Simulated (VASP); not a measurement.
Input:

```
CELL_PARAMETERS angstrom
      3.95734    -2.15500     0.00000
      3.95734     2.15500     0.00000
      2.78382     0.00000     3.54329
ATOMIC_POSITIONS crystal
  Sb 0.23350 0.23350 0.23350
  Sb 0.76650 0.76650 0.76650
```

These are vdW-DF2, VASP's PBE PAW potentials (set 64) (plane waves; VASP 6.6.1) values and carry that method's errors. Numerical set-up: 520 eV cut-off, 9×9×9 Γ-centred mesh, first-order Methfessel-Paxton smearing of 0.10 eV, potentials Sb.

Energy and stress use the plane-wave basis of the starting cell.

Q: The ions, cell shape and volume are relaxed. What does this cell relax into?

A: 
```
CELL_PARAMETERS angstrom
      4.54639    -2.23713     0.14514
      4.54639     2.23713     0.14514
      3.32815     0.00000     3.82347
ATOMIC_POSITIONS crystal
  Sb 0.22613 0.22613 0.22613
  Sb 0.77387 0.77387 0.77387
```
Space group R-3m (166), at a tolerance of 0.03 Å.

Q: How do energy and volume change from the first to the last step?

A: The energy (σ→0) changes by -155.8 meV/atom and the volume by +25.1 %, in 13 ionic steps.

The compound is Sb in the a7 structure. This run relaxes it. Symmetry was kept, so distortions that lower it aren't found.
